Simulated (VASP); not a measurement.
Here is the system:

```yaml
crystal:
  lattice:
    - [0.00000, 1.92983, 1.92983]
    - [1.92983, 0.00000, 1.92983]
    - [1.92983, 1.92983, 0.00000]
  atoms:
    - { symbol: Pd, position: [0.00000, 0.00000, 0.00000] }
```

The numbers are results of PBE GGA, VASP's PBE PAW potentials (set 64) (plane waves; VASP 6.6.1), not measurements. Run with 300 eV cut-off, 15×15×15 Γ-centred mesh, Gaussian smearing of 0.14 eV, potentials Pd.

At this cut-off the stress carries a Pulay error, which pulls relaxed volumes low.

Problem. Estimate the energy per atom (σ→0), pressure, band gap (on the k-mesh) with the smallest direct gap where there is one.

Solution. 
```yaml
band gap (on the k-mesh): none (metal, semimetal or under 0.01 eV)
energy per atom (σ→0): -501.2 kJ/mol of atoms
pressure: 12.15 GPa
```

Total energies compare only between runs with the same potentials, cut-off and functional.

The structure is a typed Pd crystal (Fm-3m). The cell was not relaxed at this level.
